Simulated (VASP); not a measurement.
# TlNi2S2: hyperfine terms and field gradients, part 4 of 4

Aim: the hyperfine contact terms and the field gradients at the nuclei of TlNi2S2, by functional. The start is a cell from a database of measured crystal structures.

VASP 6.6.1, plane waves and PAW; the level of theory is named at each step.

So far. Step 2 (Local probes at LDA): The largest gradient is -77.85 V/Å², at Ni2.

### 3. Local probes at r2SCAN (continued)

Level of this step: r2SCAN, DFT+U (Ni d 3.5 eV), spin-polarised from a ferromagnetic start; plane waves and PAW (Tl_d, Ni, S) (VASP).

From OUTCAR (step 3):

```text
The static configuration has the point symmetry D_4h.

 Found    102 irreducible k-points:

   NELECT =      45.0000    total number of electrons

atom =   2  type =  2  l = 2

 onsite density matrix

spin component  1

  0.9614 -0.0000  0.0000  0.0000  0.0000
 -0.0000  0.9493 -0.0000  0.0000  0.0000
  0.0000 -0.0000  0.9519  0.0000 -0.0000
  0.0000  0.0000  0.0000  0.9493  0.0000
  0.0000  0.0000 -0.0000  0.0000  0.9615

spin component  2

  0.2602  0.0000 -0.0000 -0.0000 -0.0000
  0.0000  0.8241 -0.0000  0.0000 -0.0000
 -0.0000 -0.0000  0.8694 -0.0000 -0.0000
 -0.0000  0.0000 -0.0000  0.8241  0.0000
 -0.0000 -0.0000 -0.0000  0.0000  0.9104

 occupancies and eigenvectors

  o =  0.2602  v =  0.0000  0.0000  0.0000  0.0000  0.0000  1.0000  0.0000  0.0000  0.0000  0.0000      0.0000  0.0000  0.0000  0.0000  0.0000  0.0000  0.0000  0.0000  0.0000  0.0000
  o =  0.8241  v =  0.0000  0.0000  0.0000  0.0000  0.0000  0.0000  0.5443 -0.0000 -0.8389  0.0000      0.0000  0.0000  0.0000  0.0000  0.0000  0.0000  0.0000  0.0000  0.0000  0.0000
  o =  0.8241  v =  0.0000  0.0000  0.0000  0.0000  0.0000  0.0000  0.8389 -0.0000  0.5443  0.0000      0.0000  0.0000  0.0000  0.0000  0.0000  0.0000  0.0000  0.0000  0.0000  0.0000
  o =  0.8694  v =  0.0000  0.0000  0.0000  0.0000  0.0000  0.0000  0.0000  1.0000  0.0000  0.0000      0.0000  0.0000  0.0000  0.0000  0.0000  0.0000  0.0000  0.0000  0.0000  0.0000
  o =  0.9104  v =  0.0000  0.0000  0.0000  0.0000  0.0000  0.0000  0.0000  0.0000  0.0000 -1.0000      0.0000  0.0000  0.0000  0.0000  0.0000  0.0000  0.0000  0.0000  0.0000  0.0000
  o =  0.9493  v =  0.0000 -0.7948  0.0000  0.6069  0.0000  0.0000  0.0000  0.0000  0.0000  0.0000      0.0000  0.0000  0.0000  0.0000  0.0000  0.0000  0.0000  0.0000  0.0000  0.0000
  o =  0.9493  v =  0.0000 -0.6069 -0.0000 -0.7948  0.0000  0.0000  0.0000  0.0000  0.0000  0.0000      0.0000  0.0000  0.0000  0.0000  0.0000  0.0000  0.0000  0.0000  0.0000  0.0000
  o =  0.9519  v =  0.0000 -0.0000  1.0000 -0.0000  0.0000  0.0000  0.0000  0.0000  0.0000  0.0000      0.0000  0.0000  0.0000  0.0000  0.0000  0.0000  0.0000  0.0000  0.0000  0.0000
  o =  0.9614  v =  1.0000  0.0000  0.0000  0.0000  0.0000  0.0000  0.0000  0.0000  0.0000  0.0000      0.0000  0.0000  0.0000  0.0000  0.0000  0.0000  0.0000  0.0000  0.0000  0.0000
  o =  0.9615  v =  0.0000 -0.0000  0.0000 -0.0000 -1.0000  0.0000  0.0000  0.0000  0.0000  0.0000      0.0000  0.0000  0.0000  0.0000  0.0000  0.0000  0.0000  0.0000  0.0000  0.0000

atom =   3  type =  2  l = 2

 onsite density matrix

spin component  1

  0.9614 -0.0000  0.0000  0.0000  0.0000
 -0.0000  0.9493 -0.0000  0.0000 -0.0000
  0.0000 -0.0000  0.9519  0.0000 -0.0000
  0.0000  0.0000  0.0000  0.9493  0.0000
  0.0000 -0.0000 -0.0000  0.0000  0.9615

spin component  2

  0.2602  0.0000 -0.0000  0.0000 -0.0000
  0.0000  0.8241  0.0000  0.0000  0.0000
 -0.0000  0.0000  0.8694 -0.0000  0.0000
  0.0000  0.0000 -0.0000  0.8241 -0.0000
 -0.0000  0.0000  0.0000 -0.0000  0.9104

 occupancies and eigenvectors

  o =  0.2602  v =  0.0000  0.0000  0.0000  0.0000  0.0000  1.0000  0.0000  0.0000  0.0000  0.0000      0.0000  0.0000  0.0000  0.0000  0.0000  0.0000  0.0000  0.0000  0.0000  0.0000
  o =  0.8241  v =  0.0000  0.0000  0.0000  0.0000  0.0000  0.0000 -0.9995  0.0000 -0.0305  0.0000      0.0000  0.0000  0.0000  0.0000  0.0000  0.0000  0.0000  0.0000  0.0000  0.0000
  o =  0.8241  v =  0.0000  0.0000  0.0000  0.0000  0.0000  0.0000  0.0305  0.0000 -0.9995  0.0000      0.0000  0.0000  0.0000  0.0000  0.0000  0.0000  0.0000  0.0000  0.0000  0.0000
  o =  0.8694  v =  0.0000  0.0000  0.0000  0.0000  0.0000  0.0000  0.0000  1.0000  0.0000 -0.0000      0.0000  0.0000  0.0000  0.0000  0.0000  0.0000  0.0000  0.0000  0.0000  0.0000
  o =  0.9104  v =  0.0000  0.0000  0.0000  0.0000  0.0000  0.0000 -0.0000 -0.0000 -0.0000 -1.0000      0.0000  0.0000  0.0000  0.0000  0.0000  0.0000  0.0000  0.0000  0.0000  0.0000
  o =  0.9493  v =  0.0000  0.0012  0.0000 -1.0000 -0.0000  0.0000  0.0000  0.0000  0.0000  0.0000      0.0000  0.0000  0.0000  0.0000  0.0000  0.0000  0.0000  0.0000  0.0000  0.0000
  o =  0.9493  v =  0.0000 -1.0000  0.0000 -0.0012 -0.0000  0.0000  0.0000  0.0000  0.0000  0.0000      0.0000  0.0000  0.0000  0.0000  0.0000  0.0000  0.0000  0.0000  0.0000  0.0000
  o =  0.9519  v =  0.0000  0.0000  1.0000  0.0000  0.0000  0.0000  0.0000  0.0000  0.0000  0.0000      0.0000  0.0000  0.0000  0.0000  0.0000  0.0000  0.0000  0.0000  0.0000  0.0000
  o =  0.9614  v =  1.0000  0.0000  0.0000  0.0000  0.0000  0.0000  0.0000  0.0000  0.0000  0.0000      0.0000  0.0000  0.0000  0.0000  0.0000  0.0000  0.0000  0.0000  0.0000  0.0000
  o =  0.9615  v =  0.0000  0.0000  0.0000  0.0000 -1.0000  0.0000  0.0000  0.0000  0.0000  0.0000      0.0000  0.0000  0.0000  0.0000  0.0000  0.0000  0.0000  0.0000  0.0000  0.0000

 E-fermi :   5.9892

 spin component 1
 k-point     1 :       0.0000    0.0000    0.0000
  band No.  band energies     occupation
    ...
     20       4.2760      1.00000
     21       4.2761      1.00000
     22       5.6987      0.99701
     23       5.6987      0.99701
     24       5.7289      0.99455
     25       8.5613      0.00000
     26      11.2821      0.00000
     27      11.3607      0.00000
     28      11.8666      0.00000
     29      12.5249      0.00000
    ...

 k-point     2 :       0.1000    0.0000   -0.0000
  band No.  band energies     occupation
    ...
     20       4.0269      1.00000
     21       4.3499      1.00000
     22       5.6946      0.99725
     23       5.7235      0.99511
     24       5.8310      0.95948
     25       8.8155      0.00000
     26      10.6868      0.00000
     27      11.5082      0.00000
     28      12.0284      0.00000
     29      12.4023      0.00000
    ...

 k-point     3 :       0.2000    0.0000   -0.0000
  band No.  band energies     occupation
    ...
     19       3.3973      1.00000
     20       3.6531      1.00000
     21       4.5478      1.00000
     22       5.6196      0.99938
     23       5.7706      0.98754
     24       5.9892      0.49998
     25       9.1427      0.00000
     26       9.7637      0.00000
     27      12.0108      0.00000
     28      12.1757      0.00000
    ...

 k-point     4 :       0.3000   -0.0000    0.0000
  band No.  band energies     occupation
    ...
     20       3.4250      1.00000
     21       4.8232      1.00000
     22       5.4127      0.99999
     23       5.7715      0.98731
     24       5.9237      0.78751
     25       8.8252      0.00000
     26       9.8023      0.00000
     27      11.9892      0.00000
     28      12.0140      0.00000
     29      12.7974      0.00000
    ...

  Total       -1.5315495     -1.5315495     -2.2680048      0.0000000      0.0000000      0.0000000
  in kB      -26.7266220    -26.7266220    -39.5782874      0.0000000      0.0000000      0.0000000
  external PRESSURE =     -31.0105105 kB  Pullay stress =       0.0000000 kB

 POSITION                                       TOTAL-FORCE (eV/Angst)
 -----------------------------------------------------------------------------------
      0.00000      0.00000      0.00000         0.000000      0.000000     -0.000000
      1.89600      0.00000      3.19250         0.000000      0.000000      0.000000
      0.00000      1.89600      3.19250         0.000000      0.000000      0.000000
      0.00000      0.00000      8.17280        -0.000000     -0.000000      1.539237
      0.00000      0.00000      4.59720        -0.000000     -0.000000     -1.539237
 -----------------------------------------------------------------------------------
    total drift:                                0.000000     -0.000000      0.000000

  FREE ENERGIE OF THE ION-ELECTRON SYSTEM (eV)
  ---------------------------------------------------
  free  energy   TOTEN  =       -91.0358609183 eV

  energy  without entropy=      -91.0149451803  energy(sigma->0) =      -91.02540305

 Electric field gradients after diagonalization (V/A^2)
 (convention: |V_zz| > |V_xx| > |V_yy|)
----------------------------------------------------------------------
 ion       V_xx      V_yy      V_zz     asymmetry (V_yy - V_xx)/ V_zz
----------------------------------------------------------------------
   1      -9.731    -9.730    19.461       0.000
   2      79.301    79.287  -158.588       0.000
   3      79.301    79.287  -158.588       0.000
   4       8.928     8.927   -17.855       0.000
   5       8.928     8.927   -17.855       0.000
----------------------------------------------------------------------

 Fermi contact (isotropic) hyperfine coupling parameter (MHz)
 -------------------------------------------------------------
  ion      A_pw      A_1PS     A_1AE     A_1c      A_tot
 -------------------------------------------------------------
   1      -0.025    -0.025    60.345     0.141    60.346
   2      12.461    12.464    -1.795   -10.566    -1.797
   3      12.461    12.464    -1.795   -10.566    -1.797
   4      -0.293    -0.255     4.179    -0.527     4.140
   5      -0.293    -0.255     4.179    -0.527     4.140
 -------------------------------------------------------------

 Total hyperfine coupling parameters after diagonalization (MHz)
 (convention: |A_zz| > |A_xx| > |A_yy|)
 ----------------------------------------------------------------------
  ion      A_xx      A_yy      A_zz     asymmetry (A_yy - A_xx)/ A_zz
 ----------------------------------------------------------------------
   1      60.380    60.277    60.380      -0.002
   2       3.228     3.228   -11.847       0.000
   3       3.228     3.228   -11.847       0.000
   4       4.443     3.536     4.443      -0.204
   5       4.443     3.536     4.443      -0.204
 ---------------------------------------------------------------------

 total charge
# of ion       s       p       d       tot
------------------------------------------
    1        1.293   0.171   9.664  11.128
    2        0.381   0.434   8.435   9.250
    3        0.381   0.434   8.435   9.250
    4        1.329   2.345   0.000   3.674
    5        1.329   2.345   0.000   3.674
--------------------------------------------------
tot          4.713   5.729  26.534  36.977

 magnetization (x)
# of ion       s       p       d       tot
------------------------------------------
    1        0.012   0.007   0.002   0.022
    2       -0.006  -0.007   1.087   1.074
    3       -0.006  -0.007   1.087   1.074
    4        0.011   0.189   0.000   0.200
    5        0.011   0.189   0.000   0.200
--------------------------------------------------
tot          0.022   0.371   2.176   2.568

[... 8 parts as in an earlier step ...]

[... 9 further parts left out ...]
```

The PAW data sets were made with PBE, which is usual practice but a small mismatch for other functionals.

This step gave:

| Property | Result |
| --- | --- |
| free energy (TOTEN) | -91.0359 eV |
| energy at zero smearing | -91.0254 eV |
| Fermi energy | 5.989 eV |
| pressure | -3.101 GPa |
| moment of the cell, from the last line of the log | 2.648 μB |

Spin moment in the PAW sphere by atom:

| atom | spin moment in the PAW sphere (μB) |
| --- | --- |
| Tl1 | 0.02 |
| Ni2 | 1.07 |
| Ni3 | 1.07 |
| S4 | 0.20 |
| S5 | 0.20 |

For a gyromagnetic ratio of 1 MHz/T at every nucleus. The program has divided the terms by the spin of the whole cell, so they fall as a cell holds more magnetic ions. A_tot leaves out the core's term, which the program lists beside it. Hyperfine Fermi contact, by row:

| atom | A_tot (MHz) | core term A_1c (MHz) | contact term, their sum (MHz) |
| --- | --- | --- | --- |
| Tl1 | 60.35 | 0.141 | 60.49 |
| Ni2 | -1.797 | -10.57 | -12.36 |
| Ni3 | -1.797 | -10.57 | -12.36 |
| S4 | 4.14 | -0.527 | 3.613 |
| S5 | 4.14 | -0.527 | 3.613 |

Ordered as |Vzz| ≥ |Vxx| ≥ |Vyy|, the program's way. Electric field gradients, by row:

| atom | Vxx (V/Å²) | Vyy (V/Å²) | Vzz (V/Å²) | asymmetry |
| --- | --- | --- | --- | --- |
| Tl1 | -9.731 | -9.73 | 19.46 | 0 |
| Ni2 | 79.3 | 79.29 | -158.6 | 0 |
| Ni3 | 79.3 | 79.29 | -158.6 | 0 |
| S4 | 8.928 | 8.927 | -17.86 | 0 |
| S5 | 8.928 | 8.927 | -17.86 | 0 |

The largest gradient is -158.6 V/Å², at Ni2.

### 4. Summary

This step: electric field gradients, LDA, r2SCAN; plane waves and PAW (VASP 6.6.1).

This step runs nothing: it gathers the runs above.

Cost is wall time times ranks on a shared host. EFG, by row:

| functional | Vzz Tl1 (V/Å²) | Vzz Ni2 (V/Å²) | Vzz Ni3 (V/Å²) | Vzz S4 (V/Å²) | Vzz S5 (V/Å²) | cost (core minutes) |
| --- | --- | --- | --- | --- | --- | --- |
| LDA | 24.21 | -77.85 | -77.85 | -28.19 | -28.19 | 16.4 |
| r2SCAN | 19.46 | -158.6 | -158.6 | -17.86 | -17.86 | 52.47 |

### 5. What came out

```json
{"LDA": "largest |Vzz| 77.8 V/Å²", "r2SCAN": "largest |Vzz| 159 V/Å²"}
```

**Reading.** The largest field gradient is that at Ni2, Vzz = -77.8 V/Å² at LDA, with an asymmetry of 0.00. On that site the functionals span -159 to -77.8 V/Å², at costs of 16 to 52 core minutes. The Hubbard term of the inputs acts at every level. The largest contact term, with the core's share, for a gyromagnetic ratio of 1 MHz/T and divided by the spin of the whole cell: 62.9 MHz on Tl1 at LDA and 60.5 MHz on Tl1 at r2SCAN. At magnetic ions the core's share is large and depends on the functional. The values belong to the ordered state computed here. For isotopes with a quadrupole moment, the coupling follows from Vzz times that moment. Kohn-Sham core levels are too shallow against measured binding energies; only differences between inequivalent sites of one element, where there are any, carry meaning. The given cell is kept, although it stands at -11.0 GPa at LDA and ENCUT = 400 eV, which holds the mismatch of the given cell with this functional, any error of the entry itself and any basis-set error. The atoms weren't relaxed and carry forces of up to 1.8 eV/Å at LDA, so the numbers belong to the given coordinates, and a relaxation would change them. So large a force or stress means that the given cell is far from the equilibrium of this level, whether by faulty coordinates, another magnetic state or phase, or the functional; the values can't be taken for those of the compound at rest. All of it rests on one ferromagnetic start, which may not be the order of the real compound, and on the typed U. Not tabulated here, as repeats of values shown or as unfit to read for their mesh, reference level or band range: hyperfine terms (local probes).

[Lines on the potential files, build, host, timing and source positions are cut from VASP's logs without a mark.]

[Logs are printed without paths, hosts, clocks, repeated set-up lines and the standing remarks that a program may print on its own settings, such as how far it seeks lower states.]

[Hosts, paths, dates, database ids (printed as entryN), source tags and the programs' standing remarks are cut or masked in the printed files.]
